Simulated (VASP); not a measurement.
## MgRe3 under changes of volume

One of the cells (15.408 Å³/atom); the others are scaled copies at fixed shape and fractional positions:

```xyz
4
Lattice="0.0000 3.1352 3.1352 3.1352 0.0000 3.1352 3.1352 3.1352 0.0000" Properties=species:S:1:pos:R:3 pbc="T T T"
Re    4.7027    4.7027    4.7027
Re    3.1352    3.1352    3.1352
Re    1.5676    1.5676    1.5676
Mg    0.0000    0.0000    0.0000
```

The cell comes from a database or a generator and needn't be the stable form of this composition.

```yaml
Program: VASP 6.6.1
Functional: PBE
Potentials_or_basis: VASP PAW PBE potentials, release 64 (Re, Mg)
Cutoff: 520 eV
k_mesh: 7 × 7 × 7
Occupations: fermi-dirac, width 0.05 eV
Spin: no spin polarisation
```

| volume (Å³/atom) | energy over the lowest point (meV/atom) | pressure (GPa) |
| --- | --- | --- |
| 14.200 | ? | ? |
| 14.502 | 14.49 | 10.8 |
| 14.804 | 0.00 | 4.6 |
| 15.408 | 3.09 | -5.9 |
| 15.710 | 18.45 | -10.4 |
| 16.012 | 41.74 | -14.3 |

**Question.** What does the run at 14.200 Å³/atom give?

**Answer.** Energy over the lowest point 41.35 meV/atom; pressure 17.7 GPa.

Worked out: A Birch-Murnaghan fit of order 3 (a polynomial in V^(-2/3)) to the other rows has its minimum at 15.05 Å³/atom with B0 = V·E''(V) = 267 GPa and B' = 4.6. It gives 41.38 meV/atom at 14.200 Å³/atom, against the run's 41.35, and -dE/dV = 17.8 GPa, against 17.7.

Energies are extrapolated to zero smearing.
